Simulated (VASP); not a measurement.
OSZICAR of a VASP run on CoSi2 (fluorite):

**OSZICAR**
```
       N       E                     dE             d eps       ncg     rms          rms(c)
DAV:   1     0.596519959486E+02    0.59652E+02   -0.59524E+03  2072   0.109E+03
DAV:   2    -0.170472651578E+02   -0.76699E+02   -0.71932E+02  2036   0.232E+02
DAV:   3    -0.206263793885E+02   -0.35791E+01   -0.34204E+01  2620   0.572E+01
DAV:   4    -0.207088147466E+02   -0.82435E-01   -0.82256E-01  2400   0.838E+00
DAV:   5    -0.207111840533E+02   -0.23693E-02   -0.23688E-02  2664   0.148E+00    0.144E+01
RMM:   6    -0.240277014777E+02   -0.33165E+01   -0.36432E+01  2028   0.884E+01    0.183E+01
RMM:   7    -0.193195140174E+02    0.47082E+01   -0.12407E+01  2016   0.559E+01    0.313E+00
RMM:   8    -0.193071103187E+02    0.12404E-01   -0.28472E-01  2016   0.454E+00    0.155E+00
RMM:   9    -0.192896141588E+02    0.17496E-01   -0.95824E-02  2018   0.395E+00    0.382E-01
RMM:  10    -0.192910597169E+02   -0.14456E-02   -0.15846E-02  2140   0.107E+00    0.329E-01
RMM:  11    -0.192925679185E+02   -0.15082E-02   -0.74279E-03  2042   0.105E+00    0.293E-01
RMM:  12    -0.192912601464E+02    0.13078E-02   -0.36436E-03  2019   0.837E-01    0.723E-02
RMM:  13    -0.192913438315E+02   -0.83685E-04   -0.95453E-04  2364   0.262E-01    0.738E-02
RMM:  14    -0.192913616796E+02   -0.17848E-04   -0.16215E-04  2139   0.104E-01    0.762E-02
RMM:  15    -0.192913628712E+02   -0.11916E-05   -0.20138E-05  1404   0.501E-02
   1 F= -.19291363E+02 E0= -.19291248E+02  d E =-.192914E+02
```

Problem. Which electronic solver shows in the log?

Solution. It is blocked Davidson (ALGO = Normal, or the opening steps of other solvers) and then RMM-DIIS (ALGO = Fast or VeryFast). The INCAR had ALGO = Fast.

Problem. How was spin treated?

Solution. Without spin polarisation: there is no mag entry.

Problem. Can the final energy be trusted as converged?

Solution. The run converged. It stopped with EDIFF = 1E-5, NELM = 100, NSW = 20 and EDIFFG = -0.03 after 1 ionic step (PBE GGA, plane waves, VASP's PBE PAW potentials (set 64)).

The compound is CoSi2 in the fluorite structure. It was relaxed first. The run is not spin-polarised, so no magnetic state was tried. The electron count is odd and the run is not spin-polarised, which forces a metal.
